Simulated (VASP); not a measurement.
Data:

```yaml
crystal:
  lattice:
    - [4.50256, 0.00000, 0.00000]
    - [-2.25128, 3.89933, 0.00000]
    - [0.00000, 0.00000, 7.13391]
  atoms:
    - { symbol: Mg, position: [0.00000, 0.00000, 0.00000] }
    - { symbol: Mg, position: [0.33333, 0.66667, 0.36662] }
    - { symbol: Mg, position: [0.66667, 0.33333, 0.63338] }
    - { symbol: Sb, position: [0.33333, 0.66667, 0.77187] }
    - { symbol: Sb, position: [0.66667, 0.33333, 0.22813] }
```

Method: PBE GGA, VASP's PBE PAW potentials (set 64) (plane waves; VASP). Numerical set-up: 300 eV cut-off, 7×7×4 Γ-centred mesh, Fermi-Dirac smearing of 0.050 eV, potentials Mg Sb.

Unless said otherwise, spin-orbit coupling is left out, though it shifts the bands of the heavy elements here.

Give the energies of bands 3 to 11 at the high-symmetry points, in eV from the valence-band maximum.

```csv
band,Γ,M,K,A,L,H
3,-5.14,-4.86,-4.54,-3.15,-5.12,-4.49
4,-1.16,-3.94,-3.75,-3.14,-4.80,-4.49
5,-1.16,-3.40,-3.75,-0.83,-1.94,-4.16
6,-0.42,-2.42,-2.69,-0.83,-1.75,-3.53
7,-0.42,-2.32,-2.69,-0.77,-1.73,-1.04
8,0.00,-0.96,-2.68,-0.77,-1.63,-1.04
9,1.32,0.39,0.19,1.84,0.51,1.83
10,1.35,2.04,4.25,2.04,1.29,1.83
11,3.07,2.13,4.45,2.73,1.77,2.52
```

The gap is indirect, 0.19 eV, from the valence maximum at Γ to the conduction minimum at K.

The structure comes from a computed database's Mg3Sb2 entry; how it stands against other phases isn't given here. The cell was not relaxed at this level.
